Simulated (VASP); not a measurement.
A calculation with VASP 6.6.1 of VB4Os (native input, structure from a POSCAR):

The input INCAR:

```
SYSTEM = VB4Os
PREC = Accurate
ENCUT = 520
EDIFF = 1E-6
ISMEAR = 0
SIGMA = 0.1
LREAL = .False.
LASPH = .True.
NELM = 120
ALGO = Normal
ISIF = 2
LWAVE = .False.
LCHARG = .True.
ISPIN = 2
MAGMOM = 1 2 0 0 0 0
LORBIT = 11
LMAXMIX = 4
GGA = PE
LELF = .True.
LVHAR = .True.
NBANDS = 32
```

The input KPOINTS:

```
Automatic mesh
0
Gamma
  11 11 4
  0 0 0
```

Contents of POSCAR:

```
VB4Os
1.0
    2.8774873876      0.0000000000      0.0000000000
   -1.4387436938      2.4919771768      0.0000000000
    0.0000000000      0.0000000000      7.4537050000
Os V B
1 1 4
Direct
    0.3333333333      0.6666666667      0.5000000000
    0.0000000000      0.0000000000      0.0000000000
    0.0000000000      0.0000000000      0.2905160000
    0.3333333333      0.6666666667      0.2030770000
    0.3333333333      0.6666666667      0.7969230000
    0.0000000000      0.0000000000      0.7094840000
```

Potentials or basis: VASP PAW PBE potentials, release 64 (Os_pv, V_sv, B).

The run is started by

```sh
$ cat potpaw_PBE.64/Os_pv/POTCAR potpaw_PBE.64/V_sv/POTCAR potpaw_PBE.64/B/POTCAR > POTCAR
$ mpirun -np 1 vasp_std > vasp.out
```

The cell comes from a database or a generator and needn't be the stable form of this composition.

Task: Write the same calculation in another form: ASE script, Cartesian positions.

Result: As run:

File run.py:

```python
from ase.calculators.vasp import Vasp
from ase.dft.bandgap import bandgap
from ase.io import read

atoms = read('VB4Os.xyz')
atoms.set_initial_magnetic_moments([1.0, 2.0, 0.0, 0.0, 0.0, 0.0])
calc = Vasp(
    directory='calc',
    xc='pbe',
    pp='PBE',
    setups='materialsproject',
    prec='Accurate',
    encut=520,
    ediff=1e-07,
    ismear=0,
    sigma=0.1,
    lreal=False,
    lasph=True,
    nelm=120,
    algo='Normal',
    isif=2,
    lwave=False,
    lcharg=False,
    ispin=2,
    lorbit=11,
    lmaxmix=4,
    kpts=[11, 11, 4],
    gamma=True,
    nbands=32,
)
atoms.calc = calc

print('energy (eV):', atoms.get_potential_energy())
print('free energy (eV):', atoms.get_potential_energy(force_consistent=True))
print('forces (eV/A):')
print(atoms.get_forces())
print('stress (eV/A^3, Voigt):', atoms.get_stress())
print('Fermi level (eV):', calc.get_fermi_level())
print('moment (muB):', atoms.get_magnetic_moment())
print('site moments (muB):', atoms.get_magnetic_moments())
gap, top, bottom = bandgap(calc)
print('band gap (eV):', gap, 'from (spin, k, band)', top, 'to', bottom)
```

File VB4Os.xyz:

```xyz
6
Lattice="2.8774873876 0.0000000000 0.0000000000 -1.4387436938 2.4919771768 0.0000000000 0.0000000000 0.0000000000 7.4537050000" Properties=species:S:1:pos:R:3 pbc="T T T"
Os    -0.0000000001      1.6613181179      3.7268525000
V      0.0000000000      0.0000000000      0.0000000000
B      0.0000000000      0.0000000000      2.1654205618
B     -0.0000000001      1.6613181179      1.5136760503
B     -0.0000000001      1.6613181179      5.9400289497
B      0.0000000000      0.0000000000      5.2882844382
```

Potentials or basis: VASP PAW PBE potentials, release 64 (Os_pv, V_sv, B).

Launch:

```console
$ python run.py
```

Both were run:

|  | native input, structure from a POSCAR | ASE script, Cartesian positions |
| --- | --- | --- |
| Pressure | -0.1 GPa | -0.1 GPa |
| Largest force | 0.061 eV/Å | 0.061 eV/Å |
| Band gap on the k mesh | none (metal or under the smearing width) | none (metal or under the smearing width) |
| Net moment | 0.00 μB per cell | 0.00 μB per cell |
| Valence electrons inside the program's atomic spheres | Os 12.79; V 11.72; B 1.95, 1.97 | Os 12.79; V 11.72; B 1.95, 1.97 |

Keys that steer only the numerical path or the files written may differ.
